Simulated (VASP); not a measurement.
```
CELL_PARAMETERS angstrom
      1.36500    -2.36425     0.00000
      1.36500     2.36425     0.00000
      0.00000     0.00000     4.32000
ATOMIC_POSITIONS crystal
  Os 0.33333 0.66667 0.25000
  Os 0.66667 0.33333 0.75000
```

Computed with vdW-DF2, VASP's PBE PAW potentials (set 64) (plane waves; VASP 6.6.1). Numerical set-up: 520 eV cut-off, 14×14×8 Γ-centred mesh, first-order Methfessel-Paxton smearing of 0.10 eV, potentials Os.

Energy and stress use the plane-wave basis of the starting cell.

Question: The ions, cell shape and volume are relaxed. Which structure does the run end with?

Answer: 
```
CELL_PARAMETERS angstrom
      1.41314    -2.44763     0.00000
      1.41314     2.44763     0.00000
      0.00000     0.00000     4.44544
ATOMIC_POSITIONS crystal
  Os 0.33333 0.66667 0.25000
  Os 0.66667 0.33333 0.75000
```
Space group P6_3/mmc (194), at a tolerance of 0.03 Å.

Question: How do energy and volume change from the first to the last step?

Answer: The energy (σ→0) changes by -162.3 meV/atom and the volume by +10.3 %, in 10 ionic steps.

The compound is Os in the hcp structure. This run relaxes it. Symmetry was kept, so distortions that lower it aren't found.
